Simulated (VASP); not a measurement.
Input for VASP

### POSCAR
```
ZrB2
1
    1.5596044440    -2.7013146030     0.0000000000
    1.5596044440     2.7013146030     0.0000000000
    0.0000000000     0.0000000000     3.5665272208
Zr B
1 2
Direct
  0.0000000000   0.0000000000   0.0000000000
  0.3333330000   0.6666670000   0.5000000000
  0.6666670000   0.3333330000   0.5000000000
```

**KPOINTS**
```
Automatic mesh
0
Gamma
11 11 8
0 0 0
```

INCAR:
```
# general
SYSTEM   = ZrB2
PREC     = Accurate
ENCUT    = 520   # plane-wave cut-off (eV)
LREAL    = .FALSE.
LASPH    = .TRUE.

# electronic loop
EDIFF    = 1E-7   # SCF stop (eV)
NELM     = 100   # most electronic steps
ALGO     = Normal   # blocked Davidson
LMAXMIX  = 4   # l cut-off of mixed one-centre charges

# smearing
ISMEAR   = 1
SIGMA    = 0.1

# functional
GGA      = ML
LUSE_VDW = .TRUE.
AGGAC    = 0.0
ZAB_VDW  = -1.8867

# ions
IBRION   = 2   # conjugate gradients
NSW      = 30
ISIF     = 4   # ions and shape, fixed volume
EDIFFG   = -0.01   # ionic stop

# output
LWAVE    = .FALSE.
LCHARG   = .FALSE.
```

POTCAR, in this order: Zr_sv B (PBE.64 set). Program: vasp_std.

Task: Write an equivalent input for Quantum ESPRESSO's pw.x.

Result: One equivalent input (not run):
```
&CONTROL
  calculation = 'vc-relax'
  pseudo_dir = './pseudo'
  outdir = './out'
  tprnfor = .true.
  tstress = .true.
  nstep = 30
  forc_conv_thr = 0.00039
/
&SYSTEM
  ibrav = 0
  nat = 3
  ntyp = 2
  ecutwfc = 76
  occupations = 'smearing'
  smearing = 'methfessel-paxton'
  degauss = 0.00735
  input_dft = 'vdw-df2'
/
&ELECTRONS
  conv_thr = 7.3e-09
  electron_maxstep = 100
/
&IONS
/
&CELL
  cell_dofree = 'shape'
/
ATOMIC_SPECIES
  Zr 91.224 Zr.upf
  B 10.810 B.upf
CELL_PARAMETERS angstrom
     1.5596044   -2.7013146    0.0000000
     1.5596044    2.7013146    0.0000000
     0.0000000    0.0000000    3.5665272
ATOMIC_POSITIONS crystal
  Zr   0.0000000  0.0000000  0.0000000
  B    0.3333330  0.6666670  0.5000000
  B    0.6666670  0.3333330  0.5000000
K_POINTS automatic
  11 11 8 0 0 0
```
The two are equivalent in intent, not identical: the potentials are each code's own (VASP's PAW set, PseudoDojo norm-conserving files in pw.x), so ENCUT and ecutwfc are chosen apart and not converted; conv_thr bounds pw.x's estimated SCF error, while EDIFF bounds the energy change between steps; forc_conv_thr acts on force components and is met together with etot_conv_thr.

The compound is ZrB2 in the AlB2 type structure. This cell is one point of a volume scan, at 0.94 of the reference volume. Symmetry was kept, so distortions that lower it aren't found.
